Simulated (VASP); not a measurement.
# La2TaO5 (I-4m2) in VASP: relaxation of cell and atoms with PBE

Aim: the relaxation of cell and atoms of La2TaO5 with PBE.

Program: VASP 6.6.1. These are calculated values, not measurements. Logs are shortened: lines on timing, memory, paths and dates and some standing lists are left out, and cuts for length are marked.

## 1. Starting point

It takes space group I-4m2 (No. 119, tetragonal). Conventional cell: a = 3.918 Å, b = 3.918 Å, c = 15.242 Å, α = 90.00°, β = 90.00°, γ = 90.00°. La (site symmetry 2mm) has 2 O at 2.39 Å as nearest neighbours. Ta (site symmetry -4m2) has 6 O at 1.96 to 2.00 Å as nearest neighbours. O (site symmetry 2mm) is surrounded by 2 Ta at 1.96 Å. O (site symmetry 2mm) has 1 Ta at 2.00 Å as nearest neighbours. O (site symmetry -4m2) is surrounded by 4 La at 2.39 Å and 4 O at 2.67 Å.

The cell was built by a generator and needn't be a form met in nature.

## 2. Relaxation of cell and atoms, PBE

Contents of INCAR:

```
  ALGO = Normal
  EDIFF = 1E-6
  EDIFFG = -0.01
  ENCUT = 520
  GGA = PE
  IBRION = 2
  ISIF = 3
  ISMEAR = 0
  KPAR = 4
  LASPH = True
  LCHARG = False
  LREAL = False
  LWAVE = False
  NELM = 120
  NSW = 90
  PREC = Accurate
  SIGMA = 0.1
```

Contents of KPOINTS:

```
k-points
0
Gamma
  10 10 10
```

Contents of POSCAR:

```
La2TaO5
1.0
   -1.9590000000      1.9590000000      7.6210000000
    1.9590000000     -1.9590000000      7.6210000000
    1.9590000000      1.9590000000     -7.6210000000
La Ta O
2 1 5
Direct
    0.3395879800      0.3395879800      0.0000000000
    0.6604120200      0.6604120200      0.0000000000
    0.0000000000      0.0000000000      0.0000000000
    0.5091851500      0.0091851500      0.5000000000
    0.9908148500      0.4908148500      0.5000000000
    0.8690460600      0.8690460600      0.0000000000
    0.1309539400      0.1309539400      0.0000000000
    0.2500000000      0.7500000000      0.5000000000
```

Potentials or basis: VASP PAW PBE potentials, release 64 (La, Ta_pv, O).

Launch:

```console
$ cat potpaw_PBE.64/La/POTCAR potpaw_PBE.64/Ta_pv/POTCAR potpaw_PBE.64/O/POTCAR > POTCAR
$ mpirun -np 4 vasp_std > vasp.out
```

OUTCAR:

```text
EDIFF = 1E-6
   EDIFFG = -0.01
   ENCUT = 520
   GGA = PE
   IBRION = 2
   ISIF = 3
   ISMEAR = 0
   LASPH = True
   LREAL = False
   NELM = 120
   NSW = 90
   PREC = Accurate

 ion  position               nearest neighbor table
   1  0.340  0.340  0.000-   8 2.39   8 2.39   6 2.81   6 2.81   6 2.81   6 2.81
   2  0.660  0.660  0.000-   8 2.39   8 2.39   7 2.81   7 2.81   7 2.81   7 2.81
   3  0.000  0.000  0.000-   4 1.96   5 1.96   4 1.96   5 1.96   6 2.00   7 2.00
   4  0.509  0.009  0.500-   3 1.96   3 1.96
   5  0.991  0.491  0.500-   3 1.96   3 1.96
   6  0.869  0.869  0.000-   3 2.00   1 2.81   1 2.81   1 2.81   1 2.81
   7  0.131  0.131  0.000-   3 2.00   2 2.81   2 2.81   2 2.81   2 2.81
   8  0.250  0.750  0.500-   1 2.39   2 2.39   1 2.39   2 2.39

  LATTYP: Found a body centered tetragonal cell.
 ALAT       =     3.9180000000
 C/A-ratio  =     3.8902501276

  Lattice vectors:

 A1 = (  -1.9590000000,   1.9590000000,   7.6210000000)
 A2 = (   1.9590000000,  -1.9590000000,   7.6210000000)
 A3 = (   1.9590000000,   1.9590000000,  -7.6210000000)

Analysis of symmetry for initial positions (statically):
=====================================================================
 Subroutine PRICEL returns:
 Original cell was already a primitive cell.

 Routine SETGRP: Setting up the symmetry group for a
 body centered tetragonal supercell.

 Subroutine GETGRP returns: Found  8 space group operations
 (whereof  8 operations were pure point group operations)
 out of a pool of 16 trial point group operations.

The static configuration has the point symmetry D_2d.

Analysis of symmetry for dynamics (positions and initial velocities):
=====================================================================
 Subroutine PRICEL returns:
 Original cell was already a primitive cell.

 Routine SETGRP: Setting up the symmetry group for a
 body centered tetragonal supercell.

 Subroutine GETGRP returns: Found  8 space group operations
 (whereof  8 operations were pure point group operations)
 out of a pool of 16 trial point group operations.

The dynamic configuration has the point symmetry D_2d.

 Subroutine INISYM returns: Found  8 space group operations
 (whereof  8 operations are pure point group operations),
 and found     1 'primitive' translations

----------------------------------------------------------------------------------------

                                     Primitive cell

[... 126 lines left out ...]
   LORBIT       =      0    0 simple, 1 ext, 2 COOP (PROOUT), +10 PAW based schemes
   GGA     = PE    functional components
   LHFCALC =     F    Hartree Fock is set to
   AEXX    =    0.0000 exact exchange contribution
   IVDW    =     0    specifies the selected vdW correction
   LEPSILON=     F    determine dielectric tensor
   LRPA    =     F    only Hartree local field effects (RPA)
 conjugate gradient relaxation of ions
 non-spin polarized calculation
 Gauss-broadening in eV      SIGMA  =   0.10
  energy-cutoff  :      520.00
  volume of cell :      116.99
 maximum number of plane-waves:      3197
   NGX = 31   NGY = 31   NGZ = 31

--------------------------------------- Ionic step        1  -------------------------------------------

 number of electron      62.9999999 magnetization

 Free energy of the ion-electron system (eV)
  ---------------------------------------------------
  ext. energy  EPLUGINS =         0.00000000
  ---------------------------------------------------
  free energy    TOTEN  =       -70.17435934 eV

  energy without entropy =      -70.15419209  energy(sigma->0) =      -70.16427572

------------------------ aborting loop because EDIFF is reached ----------------------------------------

  FORCE on cell =-STRESS in cart. coord.  units (eV):
  Direction    XX          YY          ZZ          XY          YZ          ZX
  --------------------------------------------------------------------------------------
  -------------------------------------------------------------------------------------
  Total        0.9545089      0.9545089      0.9743916      0.0000000      0.0000000      0.0000000
  in kB       13.0722323     13.0722323     13.3445301      0.0000000      0.0000000      0.0000000
  external PRESSURE =      13.1629982 kB  Pullay stress =       0.0000000 kB
[... 107 lines left out ...]
  FREE ENERGIE OF THE ION-ELECTRON SYSTEM (eV)
  ---------------------------------------------------
  free  energy   TOTEN  =       -70.1797909017 eV

  energy  without entropy=      -70.1594391628  energy(sigma->0) =      -70.16961503

[... ionic steps 4 to 10 ...]

--------------------------------------- Ionic step       11  -------------------------------------------

 number of electron      62.9999999 magnetization

------------------------ aborting loop because EDIFF is reached ----------------------------------------
[... 79 lines left out ...]
--------------------------------------- Ionic step       13  -------------------------------------------

 number of electron      62.9999998 magnetization

 Free energy of the ion-electron system (eV)
  ---------------------------------------------------
  ext. energy  EPLUGINS =         0.00000000
  ---------------------------------------------------
  free energy    TOTEN  =       -70.20250962 eV

  energy without entropy =      -70.18252984  energy(sigma->0) =      -70.19251973

 E-fermi :   7.9928     XC(G=0): -10.7747

 val. band max:        7.9865481596   @ k =  -0.3000  -0.4000   0.2000
 cond. band min:       7.9976370645   @ k =  -0.3000   0.3000   0.0000
 fundamental gap:      0.0110889050
 Fermi energy:         7.9928297275

 k-point     1 :       0.0000    0.0000    0.0000
  band No.  band energies     occupation
      1     -28.5956      2.00000
      2     -28.5956      2.00000
      3     -28.5319      2.00000
      4     -25.3611      2.00000
      5     -25.2544      2.00000
      6     -12.8908      2.00000
[... 949 lines left out ...]
     36       9.5300      0.00000
     37       9.5418      0.00000

 [... further k-points ...]

------------------------ aborting loop because EDIFF is reached ----------------------------------------

  FORCE on cell =-STRESS in cart. coord.  units (eV):
  Direction    XX          YY          ZZ          XY          YZ          ZX
  --------------------------------------------------------------------------------------
  -------------------------------------------------------------------------------------
  Total        0.0294324      0.0294324     -0.0051618      0.0000000      0.0000000     -0.0000000
  in kB        0.3943859      0.3943859     -0.0691666      0.0000000      0.0000000     -0.0000000
  external PRESSURE =       0.2398684 kB  Pullay stress =       0.0000000 kB
[... 23 lines left out ...]
  FREE ENERGIE OF THE ION-ELECTRON SYSTEM (eV)
  ---------------------------------------------------
  free  energy   TOTEN  =       -70.2025096171 eV

  energy  without entropy=      -70.1825298357  energy(sigma->0) =      -70.19251973

 reached required accuracy - stopping structural energy minimisation
```

OSZICAR:

```text
N       E                     dE             d eps       ncg     rms          rms(c)
DAV:   1     0.818692601980E+03    0.81869E+03   -0.26862E+04  8100   0.255E+03
DAV:   2     0.187715412330E+03   -0.63098E+03   -0.59350E+03  8638   0.482E+02
DAV:   3    -0.268693962823E+02   -0.21458E+03   -0.21086E+03 12217   0.245E+02
DAV:   4    -0.786214201010E+02   -0.51752E+02   -0.51166E+02 13336   0.110E+02
[... 120 lines left out ...]
DAV:   2    -0.702025913856E+02    0.19770E-03   -0.18441E-03 10729   0.370E-01    0.816E-02
DAV:   3    -0.702025256562E+02    0.65729E-04   -0.56751E-04 11899   0.162E-01    0.326E-02
DAV:   4    -0.702025137520E+02    0.11904E-04   -0.58178E-05 12536   0.584E-02    0.138E-02
DAV:   5    -0.702025105437E+02    0.32083E-05   -0.22201E-05 11376   0.282E-02    0.490E-03
DAV:   6    -0.702025096171E+02    0.92663E-06   -0.16093E-06  5723   0.158E-02
  13 F= -.70202510E+02 E0= -.70192520E+02  d E =-.107987E-03
```

CONTCAR:

```text
La2TaO5
   1.00000000000000
    -1.9566768641451355    1.9566768641451355    7.8075901440869782
     1.9566768641451355   -1.9566768641451355    7.8075901440869782
     1.9566768641451355    1.9566768641451355   -7.8075901440869782
  La              Ta              O
     2     1     5
Direct
     0.3397731220330430    0.3397731220330430    0.0000000000000000
     0.6602268779669571    0.6602268779669571    0.0000000000000000
     0.0000000000000000    0.0000000000000000    0.0000000000000000
     0.5025443710065799    0.0025443710065798    0.5000000000000000
     0.9974556289934201    0.4974556289934202    0.5000000000000000
     0.8719881757147483    0.8719881757147483    0.0000000000000000
     0.1280118242852516    0.1280118242852516    0.0000000000000000
     0.2500000000000000    0.7500000000000000    0.5000000000000000

  0.00000000E+00  0.00000000E+00  0.00000000E+00
  0.00000000E+00  0.00000000E+00  0.00000000E+00
  0.00000000E+00  0.00000000E+00  0.00000000E+00
  0.00000000E+00  0.00000000E+00  0.00000000E+00
  0.00000000E+00  0.00000000E+00  0.00000000E+00
  0.00000000E+00  0.00000000E+00  0.00000000E+00
  0.00000000E+00  0.00000000E+00  0.00000000E+00
  0.00000000E+00  0.00000000E+00  0.00000000E+00
```

Run time: 39 min. Hardware: 4 MPI ranks of Intel Xeon Platinum 8559C (Emerald Rapids), shared host; peak memory 0.9 GiB.

Results:

```
Free energy                            : -70.2025 eV
Relaxed volume                         : 14.95 Å³/atom
Relaxed cell                           : a = 8.283 Å, b = 8.283 Å, c = 8.283 Å, α = 152.67°, β = 152.67°, γ = 39.03°
Space group after relaxing (to 0.05 Å) : I-4m2 (No. 119)
Energy gained by relaxing              : 3.5 meV/atom
Ionic steps                            : 13
Pressure after relaxing                : 0.0 GPa
Largest force after relaxing           : 0.003 eV/Å
Band gap on the k mesh                 : none (metal or under the smearing width)
```

Forces in eV/Å, atoms in the order of the input:
```
La   0.000  0.000  0.003
La   0.000  0.000 -0.003
Ta   0.000  0.000  0.000
O    0.000  0.000 -0.002
O    0.000  0.000  0.002
O    0.000  0.000  0.001
O    0.000  0.000 -0.001
O    0.000  0.000  0.000
```

The path:
```csv
step,energy change (eV),largest force (eV/Å),pressure (GPa),volume (Å³)
1,0.0000,0.1696,1.32,116.99
2,-0.0020,0.2522,-1.48,119.03
3,-0.0054,0.1749,-0.28,118.12
4,-0.0104,0.1571,-0.23,118.33
5,-0.0146,0.1341,-0.12,118.68
6,-0.0187,0.1094,-0.05,118.72
7,-0.0244,0.0753,0.16,118.80
8,-0.0250,0.1306,0.24,118.84
9,-0.0270,0.0953,0.08,119.18
10,-0.0280,0.0535,-0.11,119.56
11,-0.0280,0.0398,-0.16,119.67
12,-0.0280,0.0465,0.24,119.44
13,-0.0282,0.0032,0.02,119.57
```

Final structure:
```yaml
crystal:
  lattice:
    - [-1.95668, 1.95668, 7.80759]
    - [1.95668, -1.95668, 7.80759]
    - [1.95668, 1.95668, -7.80759]
  atoms:
    - { symbol: La, position: [0.33977, 0.33977, 0.00000] }
    - { symbol: La, position: [0.66023, 0.66023, 0.00000] }
    - { symbol: Ta, position: [0.00000, 0.00000, 0.00000] }
    - { symbol: O, position: [0.50254, 0.00254, 0.50000] }
    - { symbol: O, position: [0.99746, 0.49746, 0.50000] }
    - { symbol: O, position: [0.87199, 0.87199, 0.00000] }
    - { symbol: O, position: [0.12801, 0.12801, 0.00000] }
    - { symbol: O, position: [0.25000, 0.75000, 0.50000] }
```

Levels at points of the mesh, in eV from the Fermi level:
```csv
k point,band 28,band 29,band 30,band 31,band 32,band 33,band 34,band 35
"(0.00, 0.00, 0.00)",-4.01,-3.45,-3.45,-3.18,-0.52,-0.48,0.79,0.79
"(0.50, 0.00, 0.00)",-3.96,-3.71,-3.17,-2.86,0.32,0.91,1.38,1.40
"(0.50, 0.50, 0.00)",-3.22,-3.16,-2.99,-2.92,-0.27,1.38,1.41,1.47
"(0.50, 0.50, 0.50)",-3.82,-3.71,-3.62,-3.62,-0.51,-0.32,0.71,0.71
```

Caveat: an odd number of electrons without spin polarisation forces a metal; a magnetic or distorted state may lie lower.
